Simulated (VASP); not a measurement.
Given:

```
CELL_PARAMETERS angstrom
      0.00000     2.42734     2.42734
      2.42734     0.00000     2.42734
      2.42734     2.42734     0.00000
ATOMIC_POSITIONS crystal
  Sr 0.00000 0.00000 0.00000
```

The numbers are results of PBE GGA, VASP's PBE PAW potentials (set 64) (plane waves; VASP), not measurements. Numerical set-up: 500 eV cut-off, 13×13×13 Γ-centred mesh, first-order Methfessel-Paxton smearing of 0.10 eV, potentials Sr_sv.

Q: What does the run give for the energy per atom (σ→0), pressure, band gap (on the k-mesh) with the smallest direct gap where there is one?

A: 
The band gap (on the k-mesh) is none (metal, semimetal or under 0.01 eV). The energy per atom (σ→0) comes out as -0.555 eV/atom and the pressure comes out as 20.08 GPa.

The absolute energy has meaning only against runs of the same code, potentials and settings.

The compound is Sr in the fcc structure. It was relaxed first under an external pressure of 20 GPa.
